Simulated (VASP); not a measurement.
An input for Ansatz (written as the equivalent of a VASP run, and not itself run):

Ansatz 0.2 input:
```yaml
crystal:
  lattice:
    - [3.9900000, 0.0000000, 0.0000000]
    - [0.0000000, 3.9900000, 0.0000000]
    - [0.0000000, 0.0000000, 3.9900000]
  atoms:
    - { symbol: K, position: [0.0000000, 0.0000000, 0.0000000] }
    - { symbol: Ta, position: [0.5000000, 0.5000000, 0.5000000] }
    - { symbol: O, position: [0.5000000, 0.0000000, 0.5000000] }
    - { symbol: O, position: [0.0000000, 0.5000000, 0.5000000] }
    - { symbol: O, position: [0.5000000, 0.5000000, 0.0000000] }
kpoints:
  mp_grid: { grid: [5, 5, 5] }
hamiltonian:
  xc: r2scan
  pseudopotentials: { kind: paw }
scf:
  occupations: { method: gaussian, width: 0.05 }
  max_iter: 100
relax:
  max_steps: 60
  f_tol: 0.02
  cell: {}
output: { forces: true, stress: true, eigenvalues: true }
```

Question: Translate this input to VASP (INCAR, KPOINTS, POSCAR, choice of POTCAR).

Answer: Several could match; the one computed here: 
File POSCAR:
```
KTaO3
1
    3.9900000000     0.0000000000     0.0000000000
    0.0000000000     3.9900000000     0.0000000000
    0.0000000000     0.0000000000     3.9900000000
K Ta O
1 1 3
Direct
  0.0000000000   0.0000000000   0.0000000000
  0.5000000000   0.5000000000   0.5000000000
  0.5000000000   0.0000000000   0.5000000000
  0.0000000000   0.5000000000   0.5000000000
  0.5000000000   0.5000000000   0.0000000000
```

INCAR:
```
LASPH=T   ! aspherical one-centre terms
LCHARG=F
LREAL=F
ISIF=3
LMIXTAU=T
SYSTEM=KTaO3
METAGGA=R2SCAN
SIGMA=0.05
NELM=100   ! most electronic steps
EDIFF=1E-6
NSW=60
LWAVE=F
ALGO=Normal   ! blocked Davidson
IBRION=2
PREC=Accurate
EDIFFG=-0.02
LMAXMIX=6   ! l cut-off of mixed one-centre charges
ISMEAR=0
ENCUT=520
```

**KPOINTS**
```
Automatic mesh
0
Gamma
5 5 5
0 0 0
```

POTCAR, in this order: K_sv Ta_pv O (PBE.64 set). Program: vasp_std.

What does not carry over: each code has its own PAW files, so the cut-off isn't converted (ENCUT is set for VASP's; basis.ecutwfc is left out, and Ansatz then takes the one that its files recommend); Ansatz stops its SCF on the density residual and VASP on the energy change (EDIFF).

The compound is KTaO3 in the cubic perovskite structure. This run relaxes it. Symmetry was kept, so distortions that lower it aren't found. The start is the result of an earlier pass.
